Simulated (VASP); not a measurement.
Computed with PBE GGA, VASP's PBE PAW potentials (set 64) (plane waves; VASP).

VASP input:

POSCAR:
```
MnSi
1
    4.5591370000     0.0000000000     0.0000000000
    0.0000000000     4.5591370000     0.0000000000
    0.0000000000     0.0000000000     4.5591370000
Mn Si
4 4
Direct
  0.3635400000   0.1364600000   0.8635400000
  0.1364600000   0.8635400000   0.3635400000
  0.8635400000   0.3635400000   0.1364600000
  0.6364600000   0.6364600000   0.6364600000
  0.6542200000   0.8457800000   0.1542200000
  0.8457800000   0.1542200000   0.6542200000
  0.1542200000   0.6542200000   0.8457800000
  0.3457800000   0.3457800000   0.3457800000
```

### KPOINTS
```
Regular mesh
0
gamma
  5 5 5
0 0 0
```

**INCAR**
```
! general
SYSTEM =MnSi
PREC   =Accurate
ENCUT  =300
LREAL  =F
LASPH  =T

! electronic loop
EDIFF  =1E-05
NELM   =100
ALGO   =Normal
LMAXMIX=4

! smearing
ISMEAR =-1
SIGMA  =0.1

! functional
GGA    =PE

! spin
ISPIN  =2

! ions
ISIF   =2

! output
LWAVE  =F
LCHARG =F
LORBIT =11
```

POTCAR, in this order: Mn_pv Si (PBE.64 set). Program: vasp_std. The INCAR's line for the spin-polarised start is left out here.

Task: What will the output report for the number of irreducible k-points (NKPTS), largest plane-wave count, number of space-group operations, FFT grid (NGX, NGY, NGZ)?

Result: 
| Quantity | Value |
|---|---|
| number of irreducible k-points (NKPTS) | 11 |
| largest plane-wave count | 1141 |
| number of space-group operations | 12 |
| FFT grid (NGX, NGY, NGZ) | 28 × 28 × 28 |

The structure comes from a computed database's MnSi entry; how it stands against other phases isn't given here. The cell was not relaxed at this level. The run is one of a series of settings (EDIFF = 1E-05 against the base run), some of them coarse on purpose.
